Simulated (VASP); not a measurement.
An input for Ansatz (written as the equivalent of a VASP run, and not itself run):

Ansatz 0.2 input:
```yaml
crystal:
  lattice:
    - [8.2890000, 0.0000000, 0.0000000]
    - [0.0000000, 11.6472710, 0.0000000]
    - [0.0000000, 0.0000000, 7.9431090]
  atoms:
    - { symbol: Cs, position: [0.4398400, 0.2500000, 0.5194500] }
    - { symbol: Cs, position: [0.5601600, 0.7500000, 0.4805500] }
    - { symbol: Cs, position: [0.0601600, 0.7500000, 0.0194500] }
    - { symbol: Cs, position: [0.9398400, 0.2500000, 0.9805500] }
    - { symbol: Pb, position: [0.0000000, 0.5000000, 0.5000000] }
    - { symbol: Pb, position: [0.5000000, 0.5000000, 0.0000000] }
    - { symbol: Pb, position: [0.5000000, 0.0000000, 0.0000000] }
    - { symbol: Pb, position: [0.0000000, 0.0000000, 0.5000000] }
    - { symbol: Br, position: [0.9937400, 0.7500000, 0.5596700] }
    - { symbol: Br, position: [0.0062600, 0.2500000, 0.4403300] }
    - { symbol: Br, position: [0.5062600, 0.2500000, 0.0596700] }
    - { symbol: Br, position: [0.4937400, 0.7500000, 0.9403300] }
    - { symbol: Br, position: [0.2010200, 0.0317000, 0.8027900] }
    - { symbol: Br, position: [0.7989800, 0.9683000, 0.1972100] }
    - { symbol: Br, position: [0.2989800, 0.9683000, 0.3027900] }
    - { symbol: Br, position: [0.7010200, 0.0317000, 0.6972100] }
    - { symbol: Br, position: [0.7010200, 0.4683000, 0.6972100] }
    - { symbol: Br, position: [0.2989800, 0.5317000, 0.3027900] }
    - { symbol: Br, position: [0.7989800, 0.5317000, 0.1972100] }
    - { symbol: Br, position: [0.2010200, 0.4683000, 0.8027900] }
kpoints:
  mp_grid: { grid: [2, 2, 2] }
hamiltonian:
  xc: pbe
  pseudopotentials: { kind: paw }
scf:
  occupations: { method: gaussian, width: 0.136 }
  max_iter: 100
output: { forces: true, stress: true, eigenvalues: true }
```

### Question
Translate this input to VASP (INCAR, KPOINTS, POSCAR, choice of POTCAR).

### Answer
This is not unique; one that fits is 
**POSCAR**
```
CsPbBr3
11.6472710
  0.7116688536   0.0000000000   0.0000000000
  0.0000000000   1.0000000000   0.0000000000
  0.0000000000   0.0000000000   0.6819716825
Cs Pb Br
4 4 12
Cartesian
  0.3130204286   0.2500000000   0.3542501905
  0.3986484250   0.7500000000   0.3277214920
  0.0428139982   0.7500000000   0.0132643492
  0.6688548554   0.2500000000   0.6687073332
  0.0000000000   0.5000000000   0.3409858412
  0.3558344268   0.5000000000   0.0000000000
  0.3558344268   0.0000000000   0.0000000000
  0.0000000000   0.0000000000   0.3409858412
  0.7072138066   0.7500000000   0.3816790915
  0.0044550470   0.2500000000   0.3002925909
  0.3602894738   0.2500000000   0.0406932503
  0.3513793798   0.7500000000   0.6412784322
  0.1430596729   0.0317000000   0.5474800470
  0.5686091806   0.9683000000   0.1344916355
  0.2127747538   0.9683000000   0.2064942057
  0.4988940997   0.0317000000   0.4754774767
  0.4988940997   0.4683000000   0.4754774767
  0.2127747538   0.5317000000   0.2064942057
  0.5686091806   0.5317000000   0.1344916355
  0.1430596729   0.4683000000   0.5474800470
```

INCAR:
```
! general
SYSTEM  = CsPbBr3
PREC    = Accurate
ENCUT   = 240   ! plane-wave cut-off (eV)
LREAL   = Auto
LASPH   = .TRUE.

! electronic loop
EDIFF   = 1E-6
NELM    = 100   ! most electronic steps
ALGO    = Normal   ! blocked Davidson
LMAXMIX = 4

! smearing
ISMEAR  = 0   ! Gaussian
SIGMA   = 0.136

! functional
GGA     = PE   ! PBE

! ions
ISIF    = 2   ! forces and stress, cell fixed

! output
LWAVE   = .FALSE.
LCHARG  = .FALSE.
```

File KPOINTS:
```
K-points
0
gamma
 2 2 2
0 0 0
```

POTCAR, in this order: Cs_sv Pb_d Br (PBE.64 set). Program: vasp_std.

What does not carry over: each code has its own PAW files, so the cut-off isn't converted (ENCUT is set for VASP's; basis.ecutwfc is left out, and Ansatz then takes the one that its files recommend); Ansatz stops its SCF on the density residual and VASP on the energy change (EDIFF).

The structure comes from a computed database's CsPbBr3 entry; how it stands against other phases isn't given here. The cell was not relaxed at this level. The run is one of a series of settings (ENCUT = 240, ISMEAR = 0, SIGMA = 0.136, KPOINTS 2×2×2 Γ-centred mesh against the base run), some of them coarse on purpose.
